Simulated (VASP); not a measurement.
All values below come from PBEsol GGA, VASP's PBE PAW potentials (set 64) (plane waves; VASP).

VASP ran on this input.

### POSCAR
```
LuNi4Sn
1.0
  0.0000000000   3.4821870000   3.4821870000
  3.4821870000   0.0000000000   3.4821870000
  3.4821870000   3.4821870000   0.0000000000
Lu Ni Sn
1 4 1
direct
  0.0000000000   0.0000000000   0.0000000000
  0.6247900000   0.6247900000   0.6247900000
  0.1256300000   0.6247900000   0.6247900000
  0.6247900000   0.6247900000   0.1256300000
  0.6247900000   0.1256300000   0.6247900000
  0.2500000000   0.2500000000   0.2500000000
```

INCAR:
```
SYSTEM=LuNi4Sn
PREC=Accurate; ENCUT=300; LREAL=F
LASPH=T
EDIFF=1E-6; NELM=100; ALGO=Normal
LMAXMIX=6
ISMEAR=0; SIGMA=0.136
GGA=PS
ISIF=2
LWAVE=F; LCHARG=F
```

### KPOINTS
```
Automatic mesh
0
Gamma
6 6 6
0 0 0
```

POTCAR, in this order: Lu_3 Ni Sn_d (PBE.64 set). Program: vasp_std.

What VASP printed:

OUTCAR:
```
 ion  position               nearest neighbor table
   1  0.000  0.000  0.000-   4 2.89   5 2.89   3 2.89   4 2.89   3 2.89   5 2.89   2 2.89   2 2.89
                             2 2.89   3 2.89   4 2.89   5 2.89   6 3.02   6 3.02   6 3.02   6 3.02
   2  0.625  0.625  0.625-   3 2.46   4 2.46   5 2.46   3 2.47   5 2.47   4 2.47   6 2.89   6 2.89
                             6 2.89   1 2.89   1 2.89   1 2.89
   3  0.126  0.625  0.625-   2 2.46   4 2.46   5 2.46   5 2.47   4 2.47   2 2.47   6 2.89   6 2.89
                             6 2.89   1 2.89   1 2.89   1 2.89
   4  0.625  0.625  0.126-   2 2.46   3 2.46   5 2.46   5 2.47   3 2.47   2 2.47   6 2.89   6 2.89
                             6 2.89   1 2.89   1 2.89   1 2.89
   5  0.625  0.126  0.625-   2 2.46   3 2.46   4 2.46   3 2.47   4 2.47   2 2.47   6 2.89   6 2.89
                             6 2.89   1 2.89   1 2.89   1 2.89
   6  0.250  0.250  0.250-   3 2.89   4 2.89   5 2.89   2 2.89   2 2.89   2 2.89   3 2.89   3 2.89
                             4 2.89   5 2.89   4 2.89   5 2.89   1 3.02   1 3.02   1 3.02   1 3.02
  LATTYP: Found a face centered cubic cell.
 ALAT       =     6.9643740000
 Subroutine PRICEL returns:
 Original cell was already a primitive cell.
 Subroutine GETGRP returns: Found 24 space group operations
The static configuration has the point symmetry T_d .
The dynamic configuration has the point symmetry T_d .
 Subroutine INISYM returns: Found 24 space group operations
 Subroutine IBZKPT returns following result:
 Found     16 irreducible k-points:

 Following reciprocal coordinates:
...
```

OSZICAR:
```
       N       E                     dE             d eps       ncg     rms          rms(c)
DAV:   1     0.378277822096E+03    0.37828E+03   -0.20432E+04  1771   0.175E+03
DAV:   2    -0.515498878387E+01   -0.38343E+03   -0.37211E+03  1821   0.578E+02
DAV:   3    -0.411416341561E+02   -0.35987E+02   -0.34699E+02  1803   0.156E+02
DAV:   4    -0.422954793236E+02   -0.11538E+01   -0.11313E+01  1705   0.257E+01
DAV:   5    -0.423688459501E+02   -0.73367E-01   -0.72820E-01  1845   0.573E+00    0.449E+01
DAV:   6    -0.520315252804E+02   -0.96627E+01   -0.15151E+02  1880   0.140E+02    0.347E+01
DAV:   7    -0.363292530698E+02    0.15702E+02   -0.68773E+01  1728   0.843E+01    0.960E+00
DAV:   8    -0.365657261997E+02   -0.23647E+00   -0.45882E+00  1888   0.123E+01    0.994E+00
DAV:   9    -0.364170326259E+02    0.14869E+00   -0.47400E-01  1495   0.719E+00    0.398E+00
DAV:  10    -0.364119892246E+02    0.50434E-02   -0.80885E-02  1952   0.222E+00    0.107E+00
DAV:  11    -0.364086614613E+02    0.33278E-02   -0.25936E-02  2174   0.165E+00    0.380E-01
DAV:  12    -0.364085598978E+02    0.10156E-03   -0.60785E-03  2070   0.901E-01    0.226E-01
DAV:  13    -0.364081052347E+02    0.45466E-03   -0.17229E-03  1908   0.477E-01    0.318E-02
DAV:  14    -0.364081096329E+02   -0.43981E-05   -0.57559E-05  1957   0.642E-02    0.181E-02
DAV:  15    -0.364081102160E+02   -0.58314E-06   -0.18127E-06   949   0.153E-02
   1 F= -.36408110E+02 E0= -.36382772E+02  d E =-.506774E-01
```

File OUTCAR:
```
------------------------ aborting loop because EDIFF is reached ----------------------------------------
  FORCE on cell =-STRESS in cart. coord.  units (eV):
  Direction    XX          YY          ZZ          XY          YZ          ZX
  --------------------------------------------------------------------------------------
  Total       -2.5539548     -2.5539548     -2.5539548     -0.0000000      0.0000000     -0.0000000
  in kB      -48.4548799    -48.4548799    -48.4548799     -0.0000000      0.0000000     -0.0000000
  external PRESSURE =     -48.4548799 kB  Pullay stress =       0.0000000 kB
  volume of cell :       84.45
      direct lattice vectors                 reciprocal lattice vectors
     0.000000000  3.482187000  3.482187000    -0.143587923  0.143587923  0.143587923
     3.482187000  0.000000000  3.482187000     0.143587923 -0.143587923  0.143587923
     3.482187000  3.482187000  0.000000000     0.143587923  0.143587923 -0.143587923
 POSITION                                       TOTAL-FORCE (eV/Angst)
 -----------------------------------------------------------------------------------
      0.00000      0.00000      0.00000        -0.000000     -0.000000     -0.000000
      4.35127      4.35127      4.35127        -0.002061     -0.002061     -0.002061
      4.35127      2.61310      2.61310        -0.002061      0.002061      0.002061
      2.61310      2.61310      4.35127         0.002061      0.002061     -0.002061
      2.61310      4.35127      2.61310         0.002061     -0.002061      0.002061
      1.74109      1.74109      1.74109         0.000000     -0.000000     -0.000000
 -----------------------------------------------------------------------------------
    total drift:                                0.000002      0.000002      0.000003
  FREE ENERGIE OF THE ION-ELECTRON SYSTEM (eV)
  ---------------------------------------------------
  free  energy   TOTEN  =       -36.4081102160 eV

  energy  without entropy=      -36.3574328243  energy(sigma->0) =      -36.38277152
```
(Selected blocks of OUTCAR.)

At this cut-off the stress carries a Pulay error, which pulls relaxed volumes low.

The structure comes from a computed database's LuNi4Sn entry (F-43m); how it stands against other phases isn't given here. The cell was not relaxed at this level. The run is not spin-polarised, so no magnetic state was tried. The electron count is odd and the run is not spin-polarised, which forces a metal.
